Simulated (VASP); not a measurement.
VASP ran on this input.

**POSCAR**
```
MgI2
1.0
  4.1249708587   0.0000000000   0.0000000000
 -2.0624854294   3.5723291355   0.0000000000
  0.0000000000   0.0000000000   6.8791198718
Mg I
1 2
Cartesian
  0.0000000000   0.0000000000   0.0000000000
 -0.0000020625   2.3815539478   1.6733122933
  2.0624874918   1.1907751877   5.2058075785
```

INCAR:
```
! general
SYSTEM =MgI2
PREC   =Accurate
ENCUT  =480   ! plane-wave cut-off (eV)
LREAL  =.FALSE.   ! projection in real space or not
LASPH  =.TRUE.   ! aspherical one-centre terms

! electronic loop
EDIFF  =1E-6   ! SCF stop (eV)
NELM   =100   ! most electronic steps
ALGO   =Normal   ! blocked Davidson
LMAXMIX=4

! smearing
ISMEAR =0   ! Gaussian
SIGMA  =0.05

! functional
GGA    =PE
IVDW   =12

! ions
IBRION =2   ! conjugate gradients
NSW    =60   ! most ionic steps
ISIF   =3   ! ions, shape and volume
EDIFFG =-0.02

! output
LWAVE  =.FALSE.
LCHARG =.FALSE.
```

KPOINTS:
```
Automatic mesh
0
Gamma
6 6 3
0 0 0
```

POTCAR, in this order: Mg I (PBE.64 set). Program: vasp_std.

Task: Write an equivalent input for Quantum ESPRESSO's pw.x.

Result: One equivalent input (not run):
```
&CONTROL
  calculation = 'vc-relax'
  pseudo_dir = './pseudo'
  outdir = './out'
  tprnfor = .true.
  tstress = .true.
  nstep = 60
  forc_conv_thr = 0.00078
/
&SYSTEM
  ibrav = 0
  nat = 3
  ntyp = 2
  ecutwfc = 84
  occupations = 'smearing'
  smearing = 'gaussian'
  degauss = 0.003675
  input_dft = 'pbe'
  vdw_corr = 'grimme-d3'
  dftd3_version = 4
  dftd3_threebody = .false.
/
&ELECTRONS
  conv_thr = 7.3e-08
  electron_maxstep = 100
/
&IONS
/
&CELL
/
ATOMIC_SPECIES
  Mg 24.305 Mg.upf
  I 126.904 I.upf
CELL_PARAMETERS angstrom
     4.1249709    0.0000000   -0.0000000
    -2.0624854    3.5723291    0.0000000
     0.0000000    0.0000000    6.8791199
ATOMIC_POSITIONS crystal
  Mg   0.0000000  0.0000000  0.0000000
  I    0.3333330  0.6666670  0.2432451
  I    0.6666670  0.3333330  0.7567549
K_POINTS automatic
  6 6 3 0 0 0
```
Limits of the translation: the potentials are each code's own (VASP's PAW set, PseudoDojo norm-conserving files in pw.x), so ENCUT and ecutwfc are chosen apart and not converted; conv_thr bounds pw.x's estimated SCF error, while EDIFF bounds the energy change between steps; forc_conv_thr acts on force components and is met together with etot_conv_thr.

The compound is MgI2 in the 1T layered structure. This run relaxes it. Symmetry was kept, so distortions that lower it aren't found. The start is the result of an earlier pass.
